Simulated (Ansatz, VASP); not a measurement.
# Cross-check of Ag (Ag(110)) between VASP and Ansatz

Wanted: the spread between two codes on one cell, functional and k mesh. Other levels of theory on this material are compared in a session of their own.

Main program and level: Ansatz 0.2.0; plane waves, with VASP 6.6.1 beside it; single point at r2SCAN.

## 1. Starting point

The cell holds 7 atoms: 7 Ag. Cell: a = 4.090 Å, b = 2.892 Å, c = 26.676 Å, α = 90.0°, β = 90.0°, γ = 90.0°. Vacuum lies along c.

## 2. VASP: single point, r2SCAN

A single point gives forces, pressure and levels at one fixed geometry, so differences don't come from the geometry; what else differs is listed under the comparison.

Lines of VASP's logs that name or quote its potential files are left out, and so is its time.

File INCAR:

```
SYSTEM = Ag
PREC = Normal
ENCUT = 350
EDIFF = 1E-06
NELM = 120
ISMEAR = 1
SIGMA = 0.1
LREAL = .FALSE.
ALGO = Normal
METAGGA = R2SCAN
LASPH = .TRUE.
NBANDS = 47
LORBIT = 11
LWAVE = .FALSE.
LCHARG = .FALSE.
KPAR = 4
IDIPOL = 3
LDIPOL = .TRUE.
DIPOL = 0.5 0.5 0.5
LVHAR = .TRUE.
LVACPOTAV = .TRUE.
```

File POSCAR:

```
Ag
1.0
    4.0900000000      0.0000000000      0.0000000000
    0.0000000000      2.8920667351      0.0000000000
    0.0000000000      0.0000000000     26.6762002052
Ag
7
Direct
    0.0000000000      0.0000000000      0.3373793843
    0.5000000000      0.5000000000      0.3915862562
    0.0000000000      0.0000000000      0.4457931281
    0.5000000000      0.5000000000      0.5000000000
    0.0000000000      0.0000000000      0.5542068719
    0.5000000000      0.5000000000      0.6084137438
    0.0000000000      0.0000000000      0.6626206157
```

File KPOINTS:

```
Automatic mesh
0
Gamma
6 9 1
0 0 0
```

The projector-augmented-wave data sets are Ag (PBE family, release 64).

On the command line:

```sh
$ mpirun -np 4 vasp_std
```

Numbers of over 12 decimals in the logs are rounded to 6 here.

The program printed:

```text
[banner, memory and clock lines left out]
running    4 mpi-ranks, on    1 nodes
 distrk:  each k-point on    1 cores,    4 groups
 distr:  one band on    1 cores,    1 groups

 POSCAR found type information on POSCAR Ag
 POSCAR found :  1 types and       7 ions
|                                                                             |
|               ----> ADVICE to this user running VASP <----                  |
|                                                                             |
|     You enforced a specific xc type in the INCAR file but a different       |
|     [... a line on the potential file left out ...]
|     I HOPE YOU KNOW WHAT YOU ARE DOING!                                     |
|                                                                             |

 LDA part: xc-table for (None), standard interpolation
 POSCAR, INCAR and KPOINTS ok, starting setup
 FFT: planning ... GRIDC
 FFT: planning ... GRID_SOFT
 FFT: planning ... GRID
 WAVECAR not read
 entering main loop
       N       E                     dE             d eps       ncg     rms          rms(c)
DAV:   1     0.260533247497E+03    0.26053E+03   -0.29336E+04  1936   0.104E+03
DAV:   2    -0.157352715499E+03   -0.41789E+03   -0.39611E+03  2136   0.263E+02
DAV:   3    -0.172135537833E+03   -0.14783E+02   -0.14502E+02  2098   0.504E+01
DAV:   4    -0.172352749300E+03   -0.21721E+00   -0.21710E+00  2278   0.623E+00
DAV:   5    -0.172357327182E+03   -0.45779E-02   -0.45777E-02  2345   0.875E-01    0.142E+01
DAV:   6    -0.148303575702E+03    0.24054E+02   -0.35055E+01  1971   0.392E+01    0.122E+01
DAV:   7    -0.148008560174E+03    0.29502E+00   -0.78967E-01  1992   0.596E+00    0.748E+00
DAV:   8    -0.147962624542E+03    0.45936E-01   -0.77527E-01  2028   0.514E+00    0.102E+00
DAV:   9    -0.147951065719E+03    0.11559E-01   -0.28063E-02  2036   0.117E+00    0.459E-01
DAV:  10    -0.147949901334E+03    0.11644E-02   -0.17009E-02  1985   0.785E-01    0.837E-02
DAV:  11    -0.147950663129E+03   -0.76180E-03   -0.12512E-03  2040   0.191E-01    0.621E-02
DAV:  12    -0.147950967822E+03   -0.30469E-03   -0.34621E-04  1937   0.107E-01    0.173E-02
DAV:  13    -0.147951244175E+03   -0.27635E-03   -0.93372E-05  2006   0.544E-02    0.112E-02
DAV:  14    -0.147951479068E+03   -0.23489E-03   -0.32259E-05  1972   0.336E-02    0.999E-03
DAV:  15    -0.147951701694E+03   -0.22263E-03   -0.65753E-05  1964   0.541E-02    0.330E-03
DAV:  16    -0.147951773714E+03   -0.72020E-04   -0.93262E-06  1956   0.238E-02    0.202E-03
DAV:  17    -0.147951823496E+03   -0.49781E-04   -0.10018E-05  1934   0.222E-02    0.174E-03
DAV:  18    -0.147951821056E+03    0.24394E-05   -0.32204E-06  1790   0.132E-02    0.125E-03
DAV:  19    -0.147951835653E+03   -0.14597E-04   -0.14962E-06  1358   0.826E-03    0.355E-04
DAV:  20    -0.147951841321E+03   -0.56682E-05   -0.95239E-07  1326   0.807E-03    0.294E-04
DAV:  21    -0.147951848610E+03   -0.72894E-05   -0.81456E-07  1294   0.705E-03    0.140E-04
DAV:  22    -0.147951851157E+03   -0.25464E-05   -0.32925E-07  1277   0.424E-03    0.182E-04
DAV:  23    -0.147951850399E+03    0.75711E-06   -0.26921E-07  1222   0.435E-03
|                                                                             |
|           W    W    AA    RRRRR   N    N  II  N    N   GGGG   !!!           |
|           W    W   A  A   R    R  NN   N  II  NN   N  G    G  !!!           |
|           W    W  A    A  R    R  N N  N  II  N N  N  G       !!!           |
|           W WW W  AAAAAA  RRRRR   N  N N  II  N  N N  G  GGG   !            |
|           WW  WW  A    A  R   R   N   NN  II  N   NN  G    G                |
|           W    W  A    A  R    R  N    N  II  N    N   GGGG   !!!           |
|                                                                             |
|     Did not find any points to average over, which means that no vacuum     |
|     field-free region was found. Please increase the size of  your cell     |
|     in the dimension of the dipole correction to obtain accurate            |
|     workfunction values.                                                    |
|                                                                             |

   1 F= -.14795185E+03 E0= -.14795183E+03  d E =-.480284E-04
```

From OUTCAR (step 2):

```text
ion  position               nearest neighbor table
   1  0.000  0.000  0.337-   3 2.89   2 2.89   2 2.89   2 2.89   2 2.89
   2  0.500  0.500  0.392-   4 2.89   3 2.89   1 2.89   1 2.89   3 2.89   1 2.89   3 2.89   1 2.89
                             3 2.89
   3  0.000  0.000  0.446-   1 2.89   5 2.89   4 2.89   2 2.89   2 2.89   4 2.89   2 2.89   4 2.89
                             2 2.89   4 2.89
   4  0.500  0.500  0.500-   2 2.89   6 2.89   5 2.89   3 2.89   3 2.89   5 2.89   3 2.89   5 2.89
                             3 2.89   5 2.89
   5  0.000  0.000  0.554-   3 2.89   7 2.89   6 2.89   4 2.89   4 2.89   6 2.89   4 2.89   6 2.89
                             4 2.89   6 2.89
   6  0.500  0.500  0.608-   4 2.89   5 2.89   7 2.89   5 2.89   7 2.89   5 2.89   7 2.89   5 2.89
                             7 2.89
   7  0.000  0.000  0.663-   5 2.89   6 2.89   6 2.89   6 2.89   6 2.89

  LATTYP: Found a simple orthorhombic cell.
 ALAT       =     2.8920667351
 B/A-ratio  =     1.4142135624
 C/A-ratio  =     9.2239227683

 Subroutine GETGRP returns: Found  8 space group operations
 (whereof  8 operations were pure point group operations)

The static configuration has the point symmetry D_2h.

 Found     20 irreducible k-points:

   k-points           NKPTS =     20   k-points in BZ     NKDIM =     20   number of bands    NBANDS=     47

   dimension x,y,z NGX =    20 NGY =   14 NGZ =  126
   dimension x,y,z NGXF=    40 NGYF=   28 NGZF=  252

   ENCUT  =  350.0 eV  25.72 Ry    5.07 a.u.   6.24  4.41 40.69*2*pi/ulx,y,z

   NELECT =      77.0000    total number of electrons

 k-points in reciprocal lattice and weights: Automatic mesh
   0.00000000  0.00000000  0.00000000       0.019
   0.16666667  0.00000000  0.00000000       0.037
   0.33333333  0.00000000  0.00000000       0.037
   0.50000000  0.00000000  0.00000000       0.019
   0.00000000  0.11111111  0.00000000       0.037
   0.16666667  0.11111111  0.00000000       0.074
   0.33333333  0.11111111  0.00000000       0.074
   0.50000000  0.11111111  0.00000000       0.037
   0.00000000  0.22222222  0.00000000       0.037
[...]
0.33333333  0.44444444  0.00000000       0.074
   0.50000000  0.44444444  0.00000000       0.037

 dipolmoment           0.000000      0.000000     -0.000000 electrons x Angstroem

 average (electrostatic) potential at core
       1 -83.1881       2 -83.5232       3 -83.5541       4 -83.6133       5 -83.5541
       6 -83.5232       7 -83.1881

 E-fermi :   0.6982

 k-point     1 :       0.0000    0.0000    0.0000
  band No.  band energies     occupation
    ...
     35      -2.6305      2.00000
     36      -2.5384      2.00000
     37      -2.4252      2.00000
     38      -2.3432      2.00000
     39      -0.7938      2.00000
     40       1.1008     -0.00000
     41       3.0444      0.00000
     42       3.0619      0.00000
     43       4.5575      0.00000
     44       4.7043      0.00000
    ...

 k-point     2 :       0.1667    0.0000    0.0000
  band No.  band energies     occupation
    ...
     35      -2.6719      2.00000
     36      -2.5259      2.00000
     37      -2.5197      2.00000
     38      -2.3581      2.00000
     39      -0.6520      2.00000
     40       1.2445     -0.00000
     41       1.4581     -0.00000
     42       2.8301      0.00000
     43       3.2162      0.00000
     44       4.4117      0.00000
    ...

 k-point     3 :       0.3333    0.0000    0.0000
  band No.  band energies     occupation
    ...
     37      -2.5588      2.00000
     38      -2.1163      2.00000
     39      -0.9464      2.00000
     40      -0.2357      2.00000
     41       0.4516      2.00270
     42       1.5786     -0.00000
     43       2.1019     -0.00000
     44       2.8998      0.00000
     45       5.1657      0.00000
     46       5.5976      0.00000
    ...

  Total       -1.4359426     -2.2904721     -1.0220498     -0.0000000      0.0000000      0.0000000
  in kB       -7.2910834    -11.6300075     -5.1895183     -0.0000000      0.0000000      0.0000000
  external PRESSURE =      -8.0368697 kB  Pullay stress =       0.0000000 kB

  energy-cutoff  :      350.00
  volume of cell :      315.54
      direct lattice vectors                 reciprocal lattice vectors
     4.090000000  0.000000000  0.000000000     0.244498778  0.000000000  0.000000000
     0.000000000  2.892066735  0.000000000     0.000000000  0.345773487  0.000000000
     0.000000000  0.000000000 26.676200205     0.000000000  0.000000000  0.037486598

 POSITION                                       TOTAL-FORCE (eV/Angst)
 -----------------------------------------------------------------------------------
      0.00000      0.00000      9.00000        -0.000000     -0.000000      0.247385
      2.04500      1.44603     10.44603         0.000000      0.000000     -0.296609
      0.00000      0.00000     11.89207        -0.000000     -0.000000     -0.002386
      2.04500      1.44603     13.33810        -0.000000     -0.000000      0.000000
      0.00000      0.00000     14.78413        -0.000000     -0.000000      0.002386
      2.04500      1.44603     16.23017         0.000000     -0.000000      0.296609
      0.00000      0.00000     17.67620        -0.000000     -0.000000     -0.247385
 -----------------------------------------------------------------------------------
    total drift:                               -0.000000      0.000000      0.000000

  FREE ENERGIE OF THE ION-ELECTRON SYSTEM (eV)
  ---------------------------------------------------
  free  energy   TOTEN  =      -147.9518503994 eV

  energy  without entropy=     -147.9518023710  energy(sigma->0) =     -147.95183439

 vacuum level on the upper side and lower side of the slab         4.748         4.748

 total charge
# of ion       s       p       d       tot
------------------------------------------
    1        0.448   0.164   9.217   9.829
    2        0.436   0.271   9.181   9.889
    3        0.443   0.290   9.184   9.917
    4        0.440   0.298   9.174   9.913
    5        0.443   0.290   9.184   9.917
    6        0.436   0.271   9.181   9.889
    7        0.448   0.164   9.217   9.829
--------------------------------------------------
tot          3.095   1.749  64.338  69.182

[... 3 further parts left out ...]
```

(Continued in part 2 of 2.)

[Lines on the potential files, build, host, timing and source positions are cut from VASP's logs without a mark.]

[Logs are printed without paths, hosts, clocks, repeated set-up lines and the standing remarks that a program may print on its own settings, such as how far it seeks lower states.]

[Hosts, paths, dates, database ids (printed as entryN), source tags and the programs' standing remarks are cut or masked in the printed files.]
